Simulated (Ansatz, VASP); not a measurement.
One calculation of Y3RhAu, two programs

Contents of INCAR:

```
SYSTEM = Y3RhAu
ALGO     = Normal         ! electronic algorithm
EDIFF    = 1E-7           ! SCF threshold, eV
ENCUT    = 520            ! plane-wave cutoff, eV
GGA      = PE             ! functional
ISIF     = 2              ! what is computed and relaxed
ISMEAR   = 0              ! smearing method
LASPH    = .True.         ! aspherical terms in the spheres
LCHARG   = .False.        ! write CHGCAR
LREAL    = .False.        ! projectors in reciprocal space
LWAVE    = .False.        ! write WAVECAR
NBANDS   = 38             ! bands
NELM     = 100            ! most SCF steps
PREC     = Accurate       ! precision mode
SIGMA    = 0.1            ! smearing width, eV
```

File KPOINTS:

```
k-points
0
Gamma
  4 4 4
  0 0 0
```

The input POSCAR:

```
Y3RhAu
1.0
    5.0036228300      0.0000000000      0.0000000000
    0.0000000000      5.0036228300      0.0000000000
    0.0000000000      0.0000000000      5.0036228300
Y Rh Au
3 1 1
Direct
    0.5000000000      0.0000000000      0.5000000000
    0.5000000000      0.5000000000      0.0000000000
    0.0000000000      0.5000000000      0.5000000000
    0.5000000000      0.5000000000      0.5000000000
    0.0000000000      0.0000000000      0.0000000000
```

Input for Ansatz:

```yaml
crystal:
  lattice:
    - [5.00362283, 0.0, 0.0]
    - [0.0, 5.00362283, 0.0]
    - [0.0, 0.0, 5.00362283]
  atoms:
    - { symbol: "Y", position: [0.5, 0.0, 0.5] }
    - { symbol: "Y", position: [0.5, 0.5, 0.0] }
    - { symbol: "Y", position: [0.0, 0.5, 0.5] }
    - { symbol: Rh, position: [0.5, 0.5, 0.5] }
    - { symbol: Au, position: [0.0, 0.0, 0.0] }
basis:
  ecutwfc: 420
kpoints:
  mp_grid: { grid: [4, 4, 4] }
hamiltonian:
  xc: pbe
scf:
  occupations: { method: gaussian, width: 0.1 }
  lower_state_search: "off"
output:
  forces: true
  stress: true
  eigenvalues: true
```

Change from the starting cell: species swapped into the Yb3InC type (Pm-3m, No. 221).

Alike in both runs: task single point; functional PBE; k mesh 4 × 4 × 4; occupations gaussian, width 0.1 eV; no spin polarisation.

|  | VASP | Ansatz |
| --- | --- | --- |
| version | VASP 6.6.1 | Ansatz 0.2.0 |
| potentials or method | VASP PAW PBE potentials, release 64 (Y_sv, Rh_pv, Au) | scalar-relativistic, plane waves, PAW |
| plane-wave cutoff (eV) | 520 | 420 |
| valence electrons in the cell | 59 | 69 |

Ansatz gave:

* gap on the k mesh at the Fermi level (eV): none
* pressure (GPa): 13.0

Q: Which values does VASP return?

A: gap on the k mesh at the Fermi level (eV): none; pressure (GPa): 13.1.

A gap of «none» marks a metal or a gap that the smearing closes. The two sets of potentials don't hold the same shells in valence.

The runs have no spin-orbit coupling, so splittings on Au are missing.
